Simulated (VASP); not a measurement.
**Ba4Si: relaxation of cell and atoms with PBE+D2**

Crystal: Ba4Si.

```
Ba Si
1.0
    -3.96351    3.96351    3.96351
     3.96351   -3.96351    3.96351
     3.96351    3.96351   -3.96351
Ba Si
4 1
Direct
  0.50000 0.50000 0.50000
  0.50000 0.00000 0.00000
  0.00000 0.00000 0.50000
  0.00000 0.50000 0.00000
  0.00000 0.00000 0.00000
```

The cell was built by a generator and needn't be a form met in nature.

* Program: VASP 6.6.1
* Task: relaxation of cell and atoms
* Functional: PBE
* Dispersion: D2
* Potentials or basis: VASP PAW PBE potentials, release 64 (Ba_sv, Si)
* Cutoff: 600 eV
* k mesh: 4 × 4 × 4
* Occupations: fermi-dirac, width 0.05 eV
* Spin: no spin polarisation
* Further INCAR settings: ALGO = Normal; EDIFF = 1e-06; IBRION = 2; EDIFFG = -0.02; NSW = 60; ISIF = 3

| Quantity | Value |
| --- | --- |
| Relaxed volume | 40.42 Å³/atom |
| Relaxed cell | a = 6.403 Å, b = 6.403 Å, c = 6.403 Å, α = 109.47°, β = 109.47°, γ = 109.47° |
| Space group after relaxing (to 0.05 Å) | Im-3m (No. 229) |
| Energy gained by relaxing | 250.1 meV/atom |
| Ionic steps | 14 |
| Pressure after relaxing | 0.0 GPa |
| Band gap on the k mesh | none (metal or under the smearing width) |
| Dispersion energy per atom | -2.008 eV |

The path:
```
step  energy change (eV)  largest force (eV/Å)  pressure (GPa)  volume (Å³)
   1              0.0000                0.0000           -6.68       249.06
   2             -0.8087                0.0000            7.26       181.46
   3             -1.2504                0.0000            0.11       202.04
   4             -1.2499                0.0000           -0.21       202.92
   5             -1.2499                0.0000           -0.21       202.88
   6             -1.2501                0.0000           -0.18       202.77
   7             -1.2501                0.0000           -0.18       202.77
   8             -1.2501                0.0000           -0.18       202.77
   9             -1.2501                0.0000           -0.18       202.76
  10             -1.2501                0.0000           -0.17       202.73
  11             -1.2501                0.0000           -0.16       202.69
  12             -1.2502                0.0000           -0.13       202.61
  13             -1.2503                0.0000           -0.08       202.45
  14             -1.2504                0.0000            0.01       202.12
```

Final structure:
```yaml
crystal:
  lattice:
    - [-3.69698, 3.69698, 3.69698]
    - [3.69698, -3.69698, 3.69698]
    - [3.69698, 3.69698, -3.69698]
  atoms:
    - { symbol: Ba, position: [0.50000, 0.50000, 0.50000] }
    - { symbol: Ba, position: [0.50000, 0.00000, 0.00000] }
    - { symbol: Ba, position: [0.00000, 0.00000, 0.50000] }
    - { symbol: Ba, position: [0.00000, 0.50000, 0.00000] }
    - { symbol: Si, position: [0.00000, 0.00000, 0.00000] }
```

Levels at points of the mesh, in eV from the Fermi level:
```
           k point  band 19  band 20  band 21  band 22  band 23  band 24  band 25  band 26
(0.00, 0.00, 0.00)    -1.44    -1.44    -0.11    -0.11     0.36     0.36     0.36     0.90
(0.50, 0.00, 0.00)    -1.12    -0.81    -0.55    -0.44     0.41     0.77     0.79     0.84
(0.50, 0.50, 0.50)    -2.45    -2.45    -0.30    -0.30    -0.30     0.75     0.75     0.75
```

It took 7.4 min on 1 thread of Intel(R) Xeon(R) Platinum 8488C (Sapphire Rapids) (shared host), peak memory 0.47 GiB.

Caveat: atom-pairwise D2, TS and ULG terms overbind metals; the volume moved by over 15 % at a fixed basis, so the end points are rough; pairwise dispersion overbinds metals, which lowers pressure and volume. Spin-orbit coupling is left out, which matters for the levels of Ba.
